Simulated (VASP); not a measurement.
These are vdW-DF-cx, VASP's PBE PAW potentials (set 64) (plane waves; VASP) values and carry that method's errors.

VASP ran on this input.

KPOINTS:
```
k-points along high-symmetry lines
15
Line-mode
Reciprocal
  0.000000   0.000000   0.000000 ! GAMMA
  0.500000   0.000000   0.500000 ! X

  0.500000   0.000000   0.500000 ! X
  0.625000   0.250000   0.625000 ! U

  0.375000   0.375000   0.750000 ! K
  0.000000   0.000000   0.000000 ! GAMMA

  0.000000   0.000000   0.000000 ! GAMMA
  0.500000   0.500000   0.500000 ! L

  0.500000   0.500000   0.500000 ! L
  0.500000   0.250000   0.750000 ! W

  0.500000   0.250000   0.750000 ! W
  0.500000   0.000000   0.500000 ! X
```

**INCAR**
```
! general
SYSTEM  =LiCl
PREC    =Accurate
ENCUT   =520
LREAL   =.FALSE.
LASPH   =.TRUE.
ICHARG  =11

! electronic loop
EDIFF   =1E-7
NELM    =100
ALGO    =Normal

! smearing
ISMEAR  =0
SIGMA   =0.05

! functional
GGA     =CX
LUSE_VDW=.TRUE.
AGGAC   =0.0

! output
LWAVE   =.FALSE.
LCHARG  =.FALSE.
LORBIT  =11
```

POSCAR:
```
LiCl
2.5446110
  0.0000000000   1.0000000151   1.0000000151
  1.0000000151   0.0000000000   1.0000000151
  1.0000000151   1.0000000151   0.0000000000
Li Cl
1 1
direct
  0.0000000000   0.0000000000   0.0000000000
  0.5000000000   0.5000000000   0.5000000000
```

POTCAR, in this order: Li_sv Cl (PBE.64 set). Program: vasp_std. Read from the step before: CHGCAR.

Output of the run:

**OSZICAR**
```
       N       E                     dE             d eps       ncg     rms          rms(c)
DAV:   1     0.453675465764E+02    0.45368E+02   -0.42815E+03  1620   0.104E+03
DAV:   2    -0.274616750483E+01   -0.48114E+02   -0.45542E+02  2183   0.160E+02
DAV:   3    -0.446712641587E+01   -0.17210E+01   -0.17186E+01  2100   0.369E+01
DAV:   4    -0.449746453493E+01   -0.30338E-01   -0.30315E-01  2538   0.479E+00
DAV:   5    -0.449772216286E+01   -0.25763E-03   -0.25762E-03  2268   0.376E-01
DAV:   6    -0.449772560816E+01   -0.34453E-05   -0.34453E-05  2499   0.324E-02
DAV:   7    -0.449772562382E+01   -0.15661E-07   -0.15637E-07  2388   0.234E-03
   1 F= -.44977256E+01 E0= -.44977256E+01  d E =-.392845E-16
```

### OUTCAR
```
 val. band max:        0.7484186176   @ k =   0.0536   0.0536   0.1071

 cond. band min:       7.2595883891   @ k =   0.0000   0.0000   0.0000



 k-point     1 :       0.0000    0.0000    0.0000
  band No.  band energies     occupation
      1     -42.4148      2.00000
      2     -12.7008      2.00000
      3       0.7462      2.00000
      4       0.7462      2.00000
      5       0.7462      2.00000
      6       7.2596      0.00000
      7      12.6323      0.00000
      8      12.6323      0.00000
      9      12.6323      0.00000

 k-point     2 :       0.0357    0.0000    0.0357
  band No.  band energies     occupation
      1     -42.4147      2.00000
      2     -12.6918      2.00000
      3       0.7028      2.00000
      4       0.7294      2.00000
      5       0.7294      2.00000
      6       7.3221      0.00000
      7      12.5239      0.00000
      8      12.6428      0.00000
      9      12.6430      0.00000

 k-point     3 :       0.0714    0.0000    0.0714
  band No.  band energies     occupation
      1     -42.4146      2.00000
      2     -12.6649      2.00000
      3       0.5769      2.00000
      4       0.6802      2.00000
      5       0.6802      2.00000
      6       7.5048      0.00000
      7      12.2376      0.00000
      8      12.6774      0.00000
      9      12.6783      0.00000

 k-point     4 :       0.1071    0.0000    0.1071
  band No.  band energies     occupation
      1     -42.4143      2.00000
      2     -12.6210      2.00000
      3       0.3796      2.00000
      4       0.6023      2.00000
      5       0.6023      2.00000
      6       7.7957      0.00000
      7      11.8499      0.00000
      8      12.7431      0.00000
      9      12.7511      0.00000

 k-point     5 :       0.1429    0.0000    0.1429
  band No.  band energies     occupation
      1     -42.4140      2.00000
      2     -12.5612      2.00000
      3       0.1256      2.00000
      4       0.5011      2.00000
...
```

The density is held fixed in this step, so its total energy and stress have no physical meaning.

The compound is LiCl in the rock salt structure. It was relaxed first.
